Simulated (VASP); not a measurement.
Wanted: the native input for a VASP 6.6.1 run.

```yaml
Task: relaxation of the atoms
Functional: LDA
Potentials_or_basis: VASP PAW LDA potentials, release 64 (Cs_sv, Li, O)
Cutoff: 500 eV
k_mesh: 4 × 4 × 6
Occupations: fermi-dirac, width 0.02 eV
Spin: spin-orbit coupling, no magnetisation
Atoms_held_fixed_from_0: "[0]"
Further_INCAR_settings: ALGO = Normal; EDIFF = 1e-06; IBRION = 2; EDIFFG = -0.02; NSW = 60
```

The structure of CsLi3O2 lies in POSCAR:

```
CsLi3O2
1.0
    6.0160349100      0.0000000000      0.0000000000
   -3.0080174600      5.2100390600      0.0000000000
    0.0000000000      0.0000000000      3.1564342000
Cs Li O
1 3 2
Selective dynamics
Direct
    0.0000000000      0.0000000000      0.5000000000  F F F
    0.0000000000      0.5000000000      0.0000000000  T T T
    0.5000000000      0.5000000000      0.0000000000  T T T
    0.5000000000      0.0000000000      0.0000000000  T T T
    0.6666666700      0.3333333300      0.5000000000  T T T
    0.3333333300      0.6666666700      0.5000000000  T T T
```

The cell was built by a generator and needn't be a form met in nature.

The input as run:

INCAR

```
PREC     = Accurate       # precision mode
ENCUT    = 500            # plane-wave cutoff, eV
EDIFF    = 1E-6           # SCF threshold, eV
ISMEAR   = -1             # smearing method
SIGMA    = 0.02           # smearing width, eV
LREAL    = F              # projectors in reciprocal space
LASPH    = T              # aspherical terms in the spheres
NELM     = 80             # most SCF steps
ALGO     = Normal         # electronic algorithm
ISIF     = 2              # what is computed and relaxed
LWAVE    = F              # write WAVECAR
LCHARG   = F              # write CHGCAR
LNONCOLLINEAR= T              # non-collinear magnetism
MAGMOM   = 0 0 0 0 0 0 0 0 0 0 0 0 0 0 0 0 0 0 # initial moments
LORBIT   = 11             # projections on sites
LSORBIT  = T              # spin-orbit coupling
GGA_COMPAT= F            
GGA      = CA             # functional
IBRION   = 2              # ionic algorithm
NSW      = 60             # ionic steps
EDIFFG   = -0.02          # ionic threshold
```

KPOINTS

```
regular mesh
0
Gamma
  4 4 6
```

Potentials or basis: VASP PAW LDA potentials, release 64 (Cs_sv, Li, O).

Launch:

```console
$ cat potpaw_LDA.64/Cs_sv/POTCAR potpaw_LDA.64/Li/POTCAR potpaw_LDA.64/O/POTCAR > POTCAR
$ mpirun -np 1 vasp_ncl > vasp.out
```

Results of the run:

| Quantity | Value |
| --- | --- |
| Pressure after relaxing | -9.6 GPa |
| Valence electrons inside the program's atomic spheres | Cs 6.58; Li 0.21; O 4.82 |

Caveat: the relaxation stopped at its first step, so nothing moved.

Wall time 68 s on 1 thread of AMD EPYC 9R45 96-Core Processor (Zen 5) (shared host), peak memory 0.33 GiB.
